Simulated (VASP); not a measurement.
The system is CuB.

```
CELL_PARAMETERS angstrom
4.16637 0.00000 0.00000
0.00000 4.16637 0.00000
0.00000 0.00000 4.16637
ATOMIC_POSITIONS crystal
Cu 0.50000 0.00000 0.00000
Cu 0.00000 0.50000 0.00000
Cu 0.00000 0.00000 0.50000
B 0.00000 0.50000 0.50000
B 0.50000 0.00000 0.50000
B 0.50000 0.50000 0.00000
```

The cell was built by a generator and needn't be a form met in nature.

The cell isn't the ideal one: volume scaled by 1.08.

```yaml
Program: VASP 6.6.1
Task: relaxation of cell and atoms
Functional: PW91
Dispersion: D3(BJ)
Potentials_or_basis: VASP PAW PBE potentials, release 64 (Cu, B)
Cutoff: 600 eV
k_mesh: 7 × 7 × 7
Occupations: gaussian, width 0.05 eV
Spin: no spin polarisation
```

At the start: pressure -10.2 GPa; volume 12.05 Å³/atom.

Question: Where does the relaxation end?

Answer: Over 20 steps the energy falls by 37.7 meV/atom and the volume is 10.94 Å³/atom (-9.3 %); space group Pm-3m (No. 221, to 0.05 Å).

The path:
```tsv
step	energy change (eV)	largest force (eV/Å)	pressure (GPa)	volume (Å³)
1	0.0000	0.0000	-10.25	72.32
2	-0.0173	0.0000	-9.87	72.04
3	-0.0490	0.0000	-9.11	71.50
4	-0.0902	0.0000	-8.05	70.72
5	-0.1346	0.0000	-6.72	69.75
6	-0.1759	0.0000	-5.16	68.62
7	-0.2079	0.0000	-3.24	67.38
8	-0.2247	0.0000	-0.88	66.09
9	-0.2197	0.0000	2.20	64.68
10	-0.2199	0.0000	2.17	64.69
11	-0.2203	0.0000	2.06	64.72
12	-0.2208	0.0000	2.00	64.76
13	-0.2215	0.0000	1.82	64.82
14	-0.2222	0.0000	1.73	64.89
15	-0.2230	0.0000	1.55	64.97
16	-0.2237	0.0000	1.31	65.06
17	-0.2245	0.0000	1.07	65.17
18	-0.2252	0.0000	0.81	65.30
19	-0.2257	0.0000	0.44	65.45
20	-0.2260	0.0000	0.08	65.63
```

Final structure:
```xyz
6
Lattice="4.0336 0.0000 0.0000 0.0000 4.0336 0.0000 0.0000 0.0000 4.0336" Properties=species:S:1:pos:R:3 pbc="T T T"
Cu    2.0168    0.0000    0.0000
Cu    0.0000    2.0168    0.0000
Cu    0.0000    0.0000    2.0168
B     0.0000    2.0168    2.0168
B     2.0168    0.0000    2.0168
B     2.0168    2.0168    0.0000
```

Caveat: the PAW data sets were made with another functional, which shifts forces and pressure a little; pairwise dispersion overbinds metals, which lowers pressure and volume.
